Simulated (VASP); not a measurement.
Computed with vdW-DF2, VASP's PBE PAW potentials (set 64) (plane waves; VASP).

VASP input:

POSCAR:
```
HfN
3.2682250
  0.0000000000   0.7071068517   0.7071068517
  0.7071068517   0.0000000000   0.7071068517
  0.7071068517   0.7071068517   0.0000000000
Hf N
1 1
Cartesian
  0.0000000000   0.0000000000   0.0000000000
  0.7071068517   0.7071068517   0.7071068517
```

**KPOINTS**
```
k-points along high-symmetry lines
15
Line-mode
Reciprocal
  0.000000   0.000000   0.000000 ! GAMMA
  0.500000   0.000000   0.500000 ! X

  0.500000   0.000000   0.500000 ! X
  0.625000   0.250000   0.625000 ! U

  0.375000   0.375000   0.750000 ! K
  0.000000   0.000000   0.000000 ! GAMMA

  0.000000   0.000000   0.000000 ! GAMMA
  0.500000   0.500000   0.500000 ! L

  0.500000   0.500000   0.500000 ! L
  0.500000   0.250000   0.750000 ! W

  0.500000   0.250000   0.750000 ! W
  0.500000   0.000000   0.500000 ! X
```

### INCAR
```
AGGAC = 0.0
ALGO = Normal
EDIFF = 1E-7
ENCUT = 520
GGA = ML
ICHARG = 11
ISMEAR = 0
LASPH = .True.
LCHARG = .False.
LMAXMIX = 6
LORBIT = 11
LREAL = .False.
LUSE_VDW = .True.
LWAVE = .False.
NELM = 100
PREC = Accurate
SIGMA = 0.05
SYSTEM = HfN
ZAB_VDW = -1.8867
```

POTCAR, in this order: Hf_pv N (PBE.64 set). Program: vasp_std. Read from the step before: CHGCAR.

Output of the run:

File OSZICAR:
```
       N       E                     dE             d eps       ncg     rms          rms(c)
DAV:   1     0.427958700855E+02    0.42796E+02   -0.83282E+03  1988   0.127E+03
DAV:   2    -0.120159450990E+02   -0.54812E+02   -0.50459E+02  2593   0.246E+02
DAV:   3    -0.145922450660E+02   -0.25763E+01   -0.24639E+01  2712   0.402E+01
DAV:   4    -0.146325349716E+02   -0.40290E-01   -0.39790E-01  2644   0.429E+00
DAV:   5    -0.146335063488E+02   -0.97138E-03   -0.86699E-03  2530   0.451E-01
DAV:   6    -0.146335318183E+02   -0.25469E-04   -0.25463E-04  2793   0.618E-02
DAV:   7    -0.146335323544E+02   -0.53607E-06   -0.53607E-06  2527   0.753E-03
DAV:   8    -0.146335323687E+02   -0.14311E-07   -0.13939E-07  1922   0.105E-03
   1 F= -.14633532E+02 E0= -.14631757E+02  d E =-.355110E-02
```

OUTCAR:
```
 val. band max:        7.6335238291   @ k =   0.0357   0.0000   0.0357

 cond. band min:       7.6938468997   @ k =   0.0000   0.0000   0.0000



 k-point     1 :       0.0000    0.0000    0.0000
  band No.  band energies     occupation
      1     -23.5420      2.00000
      2     -23.5420      2.00000
      3     -23.5420      2.00000
      4      -9.0159      2.00000
      5       5.0298      2.00000
      6       5.0298      2.00000
      7       5.0298      2.00000
      8       7.6938      0.78657
      9       7.6938      0.78657
     10       7.6938      0.78657
     11       9.3808      0.00000

 k-point     2 :       0.0357    0.0000    0.0357
  band No.  band energies     occupation
      1     -23.5513      2.00000
      2     -23.5450      2.00000
      3     -23.5450      2.00000
      4      -8.9829      2.00000
      5       4.7841      2.00000
      6       4.9783      2.00000
      7       4.9783      2.00000
      8       7.6335      1.84883
      9       7.8031      0.00077
     10       7.8031      0.00077
     11       9.4728      0.00000

 k-point     3 :       0.0714    0.0000    0.0714
  band No.  band energies     occupation
      1     -23.5785      2.00000
      2     -23.5537      2.00000
      3     -23.5537      2.00000
      4      -8.8876      2.00000
      5       4.2002      2.00000
      6       4.8489      2.00000
      7       4.8489      2.00000
      8       7.4620      2.00000
      9       8.1038      0.00000
     10       8.1038      0.00000
     11       9.6009      0.00000

 k-point     4 :       0.1071    0.0000    0.1071
  band No.  band energies     occupation
      1     -23.6214      2.00000
      2     -23.5678      2.00000
      3     -23.5678      2.00000
      4      -8.7400      2.00000
      5       3.5069      2.00000
      6       4.6892      2.00000
      7       4.6892      2.00000
      8       7.2036      2.00000
      9       8.5417      0.00000
     10       8.5417      0.00000
...
```

The density is held fixed in this step, so its total energy and stress have no physical meaning. Unless said otherwise, spin-orbit coupling is left out, though it shifts the bands of the heavy elements here.

The compound is HfN in the rock salt structure. It was relaxed first, which changed the volume by +7 %. The electron count is odd and the run is not spin-polarised, which forces a metal.
